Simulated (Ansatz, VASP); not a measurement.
## SnO2 (Cassiterite): VASP beside Ansatz

Aim: how closely do two programs agree when they are given the same cell, functional and k mesh?

Calculated with Ansatz 0.2.0; plane waves, with VASP 6.6.1 beside it; single point at r2SCAN.

## (1) The starting structure

The cell holds 72 atoms: 48 O and 24 Sn. Its edges and angles: a = 9.476 Å, b = 9.476 Å, c = 9.559 Å, α = 90.0°, β = 90.0°, γ = 90.0°. It derives from SnO2 (Cassiterite), repeated 2×2×3. Nearest the centre at fractional (0.153, 0.153, 0.000): O1 at 0.00 Å, Sn2 at 2.05 Å, Sn16 at 2.06 Å, Sn14 at 2.06 Å, O49 at 2.60 Å, O40 at 2.90 Å, O39 at 2.90 Å, O42 at 2.90 Å.

## (2) VASP: single point, r2SCAN

With cell and atoms fixed, the geometry can't cause a difference; cores, projectors, grids and the points listed under the comparison can.

Lines of VASP's logs that name or quote its potential files are left out, and so is its time.

The input, INCAR:

```
SYSTEM = SnO2
PREC = Accurate
ENCUT = 400
EDIFF = 1E-05
NELM = 100
ISMEAR = 0
SIGMA = 0.05
LREAL = Auto
ALGO = Normal
METAGGA = R2SCAN
LASPH = .TRUE.
LWAVE = .FALSE.
LCHARG = .FALSE.
NCORE = 8
ICORELEVEL = 1
```

The input, POSCAR:

```
SnO2
1.0
    9.4760000000      0.0000000000      0.0000000000
    0.0000000000      9.4760000000      0.0000000000
    0.0000000000      0.0000000000      9.5595000000
O Sn O
1 24 47
Direct
    0.1529580758      0.1529580758      0.0000000000
    0.0000000000      0.0000000000      0.0000000000
    0.0000000000      0.0000000000      0.3333333333
    0.0000000000      0.0000000000      0.6666666667
    0.0000000000      0.5000000000      0.0000000000
    0.0000000000      0.5000000000      0.3333333333
    0.0000000000      0.5000000000      0.6666666667
    0.5000000000      0.0000000000      0.0000000000
    0.5000000000      0.0000000000      0.3333333333
    0.5000000000      0.0000000000      0.6666666667
    0.5000000000      0.5000000000      0.0000000000
    0.5000000000      0.5000000000      0.3333333333
    0.5000000000      0.5000000000      0.6666666667
    0.2500000000      0.2500000000      0.1666666667
    0.2500000000      0.2500000000      0.5000000000
    0.2500000000      0.2500000000      0.8333333333
    0.2500000000      0.7500000000      0.1666666667
    0.2500000000      0.7500000000      0.5000000000
    0.2500000000      0.7500000000      0.8333333333
    0.7500000000      0.2500000000      0.1666666667
    0.7500000000      0.2500000000      0.5000000000
    0.7500000000      0.2500000000      0.8333333333
    0.7500000000      0.7500000000      0.1666666667
    0.7500000000      0.7500000000      0.5000000000
    0.7500000000      0.7500000000      0.8333333333
    0.1529580758      0.1529580758      0.3333333333
    0.1529580758      0.1529580758      0.6666666667
    0.1529580758      0.6529580758      0.0000000000
    0.1529580758      0.6529580758      0.3333333333
    0.1529580758      0.6529580758      0.6666666667
    0.6529580758      0.1529580758      0.0000000000
    0.6529580758      0.1529580758      0.3333333333
    0.6529580758      0.1529580758      0.6666666667
    0.6529580758      0.6529580758      0.0000000000
    0.6529580758      0.6529580758      0.3333333333
    0.6529580758      0.6529580758      0.6666666667
    0.0970419242      0.4029580758      0.1666666667
    0.0970419242      0.4029580758      0.5000000000
    0.0970419242      0.4029580758      0.8333333333
    0.0970419242      0.9029580758      0.1666666667
    0.0970419242      0.9029580758      0.5000000000
    0.0970419242      0.9029580758      0.8333333333
    0.5970419242      0.4029580758      0.1666666667
    0.5970419242      0.4029580758      0.5000000000
    0.5970419242      0.4029580758      0.8333333333
    0.5970419242      0.9029580758      0.1666666667
    0.5970419242      0.9029580758      0.5000000000
    0.5970419242      0.9029580758      0.8333333333
    0.3470419242      0.3470419242      0.0000000000
    0.3470419242      0.3470419242      0.3333333333
    0.3470419242      0.3470419242      0.6666666667
    0.3470419242      0.8470419242      0.0000000000
    0.3470419242      0.8470419242      0.3333333333
    0.3470419242      0.8470419242      0.6666666667
    0.8470419242      0.3470419242      0.0000000000
    0.8470419242      0.3470419242      0.3333333333
    0.8470419242      0.3470419242      0.6666666667
    0.8470419242      0.8470419242      0.0000000000
    0.8470419242      0.8470419242      0.3333333333
    0.8470419242      0.8470419242      0.6666666667
    0.4029580758      0.0970419242      0.1666666667
    0.4029580758      0.0970419242      0.5000000000
    0.4029580758      0.0970419242      0.8333333333
    0.4029580758      0.5970419242      0.1666666667
    0.4029580758      0.5970419242      0.5000000000
    0.4029580758      0.5970419242      0.8333333333
    0.9029580758      0.0970419242      0.1666666667
    0.9029580758      0.0970419242      0.5000000000
    0.9029580758      0.0970419242      0.8333333333
    0.9029580758      0.5970419242      0.1666666667
    0.9029580758      0.5970419242      0.5000000000
    0.9029580758      0.5970419242      0.8333333333
```

The input, KPOINTS:

```
Automatic mesh
0
Gamma
2 2 2
0 0 0
```

Potentials, in the order of the species: O, Sn_d and O (PBE family, release 64).

On the command line:

```bash
mpirun -np 8 vasp_std
```

Numbers of over 12 decimals in the logs are rounded to 6 here.

Output:

```text
[banner, memory and clock lines left out]
running    8 mpi-ranks, on    1 nodes
[...]
|                                                                             |
|           W    W    AA    RRRRR   N    N  II  N    N   GGGG   !!!           |
|           W    W   A  A   R    R  NN   N  II  NN   N  G    G  !!!           |
|           W    W  A    A  R    R  N N  N  II  N N  N  G       !!!           |
|           W WW W  AAAAAA  RRRRR   N  N N  II  N  N N  G  GGG   !            |
|           WW  WW  A    A  R   R   N   NN  II  N   NN  G    G                |
|           W    W  A    A  R    R  N    N  II  N    N   GGGG   !!!           |
|                                                                             |
|     For optimal performance we recommend to set                             |
|       NCORE = 2 up to number-of-cores-per-socket                            |
|     NCORE specifies how many cores store one orbital (NPAR=cpu/NCORE).      |
|     This setting can greatly improve the performance of VASP for DFT.       |
[...]
|               ----> ADVICE to this user running VASP <----                  |
|                                                                             |
|     You enforced a specific xc type in the INCAR file but a different       |
|     [... a line on the potential file left out ...]
|     I HOPE YOU KNOW WHAT YOU ARE DOING!                                     |
|                                                                             |

 LDA part: xc-table for (None), standard interpolation
 POSCAR, INCAR and KPOINTS ok, starting setup
[...]
entering main loop
       N       E                     dE             d eps       ncg     rms          rms(c)
DAV:   1     0.116174844336E+05    0.11617E+05   -0.20498E+05  4488   0.234E+03
DAV:   2     0.172116983441E+04   -0.98963E+04   -0.94553E+04  4488   0.715E+02
DAV:   3    -0.930868218253E+03   -0.26520E+04   -0.25219E+04  4796   0.311E+02
DAV:   4    -0.122772064520E+04   -0.29685E+03   -0.29003E+03  5304   0.113E+02
[...]
DAV:  14    -0.101645943491E+04   -0.21239E-04   -0.49546E-04  5664   0.534E-02    0.204E-02
DAV:  15    -0.101645945233E+04   -0.17419E-04   -0.31487E-05  3552   0.179E-02    0.180E-02
DAV:  16    -0.101645945181E+04    0.52077E-06   -0.44358E-06  2544   0.790E-03
   1 F= -.10164595E+04 E0= -.10164595E+04  d E =-.213097E-10
```

From OUTCAR (step 2):

```text
  Total       -8.4991561     -8.4991561      0.4385796      0.0001326      0.0000000      0.0000000
  in kB      -15.8635764    -15.8635764      0.8186038      0.0002474      0.0000000      0.0000000
  external PRESSURE =     -10.3028497 kB  Pullay stress =       0.0000000 kB

 POSITION                                       TOTAL-FORCE (eV/Angst)
 -----------------------------------------------------------------------------------
      1.44943      1.44943      0.00000        -0.062093     -0.062093     -0.000000
      0.00000      0.00000      0.00000        -0.000008     -0.000008     -0.000000
      0.00000      0.00000      3.18650        -0.000014     -0.000014     -0.001586
      0.00000      0.00000      6.37300        -0.000014     -0.000014      0.001586
      0.00000      4.73800      0.00000        -0.000000     -0.000025     -0.000000
      0.00000      4.73800      3.18650        -0.000006     -0.000013     -0.001518
      0.00000      4.73800      6.37300        -0.000006     -0.000013      0.001518
      4.73800      0.00000      0.00000        -0.000025     -0.000000     -0.000000
      4.73800      0.00000      3.18650        -0.000013     -0.000006     -0.001518
      4.73800      0.00000      6.37300        -0.000013     -0.000006      0.001518
      4.73800      4.73800      0.00000        -0.000055     -0.000055     -0.000000
      4.73800      4.73800      3.18650        -0.000013     -0.000013     -0.001550
      4.73800      4.73800      6.37300        -0.000013     -0.000013      0.001550
      2.36900      2.36900      1.59325         0.000006      0.000006      0.001507
[...]
-----------------------------------------------------------------------------------
    total drift:                                0.000044      0.000044      0.000000

  FREE ENERGIE OF THE ION-ELECTRON SYSTEM (eV)
  ---------------------------------------------------
  free  energy   TOTEN  =     -1016.4594518123 eV

  energy  without entropy=    -1016.4594518123  energy(sigma->0) =    -1016.45945181

[... 1 further part left out ...]
```

The run ends at a pressure of -1.03 GPa, with forces up to 0.089 eV/Å.

[end of part 1 of 2]

[Lines on the potential files, build, host, timing and source positions are cut from VASP's logs without a mark.]

[Logs are printed without paths, hosts, clocks, repeated set-up lines and the standing remarks that a program may print on its own settings, such as how far it seeks lower states.]

[Hosts, paths, dates, database ids (printed as entryN), source tags and the programs' standing remarks are cut or masked in the printed files.]
